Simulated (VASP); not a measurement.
A convergence study with VASP on InP (zinc blende): one setting is varied, all else stays as given below, so the limit is that of these other settings. Each run relaxes cell and ions; the cell shown is the tightest run's result. The basis is that of the starting cell, so low cut-offs carry a Pulay error.

```
CELL_PARAMETERS angstrom
      0.00000     2.97934     2.97934
      2.97934     0.00000     2.97934
      2.97934     2.97934     0.00000
ATOMIC_POSITIONS crystal
  In 0.00000 0.00000 0.00000
  P  0.25000 0.25000 0.25000
```

Calculation: PBE GGA, VASP's PBE PAW potentials (set 64) (plane waves; VASP). The tightest run used: 700 eV cut-off, 7×7×7 Γ-centred mesh, Gaussian smearing of 0.050 eV, potentials In_d P.

The reference is ENCUT = 700, which took about 50 core-seconds. Times come from single runs on busy shared machines, so they are rough: good to a factor of about 2.

**Question.** Of the settings ENCUT = 200; ENCUT = 250; ENCUT = 300; ENCUT = 350; ENCUT = 400; ENCUT = 450; ENCUT = 500; ENCUT = 550; ENCUT = 600; ENCUT = 650; ENCUT = 700, which is the lowest that keeps the difference from the reference in relaxed volume (Å³/atom) within 0.05 from there on, and what does it cost?

**Answer.** ENCUT = 400; its cost over the reference is within a factor of 2.
```json
[
 {"setting": "ENCUT = 200", "difference in relaxed volume (Å³/atom)": "2.597", "cost over the reference": "about 1/3"},
 {"setting": "ENCUT = 250", "difference in relaxed volume (Å³/atom)": "0.242", "cost over the reference": "about 1/3"},
 {"setting": "ENCUT = 300", "difference in relaxed volume (Å³/atom)": "0.135", "cost over the reference": "about 1/3"},
 {"setting": "ENCUT = 350", "difference in relaxed volume (Å³/atom)": "0.135", "cost over the reference": "within a factor of 2"},
 {"setting": "ENCUT = 400", "difference in relaxed volume (Å³/atom)": "0.038", "cost over the reference": "within a factor of 2"},
 {"setting": "ENCUT = 450", "difference in relaxed volume (Å³/atom)": "0.003", "cost over the reference": "within a factor of 2"},
 {"setting": "ENCUT = 500", "difference in relaxed volume (Å³/atom)": "0.014", "cost over the reference": "within a factor of 2"},
 {"setting": "ENCUT = 550", "difference in relaxed volume (Å³/atom)": "0.019", "cost over the reference": "within a factor of 2"},
 {"setting": "ENCUT = 600", "difference in relaxed volume (Å³/atom)": "0.009", "cost over the reference": "within a factor of 2"},
 {"setting": "ENCUT = 650", "difference in relaxed volume (Å³/atom)": "0.001", "cost over the reference": "within a factor of 2"},
 {"setting": "ENCUT = 700", "difference in relaxed volume (Å³/atom)": "0.000", "cost over the reference": "reference"}
]
```

Left out are rungs that failed or repeat a setting and relaxations that didn't move; long series are thinned to 24 rows.

The compound is InP in the zinc blende structure.
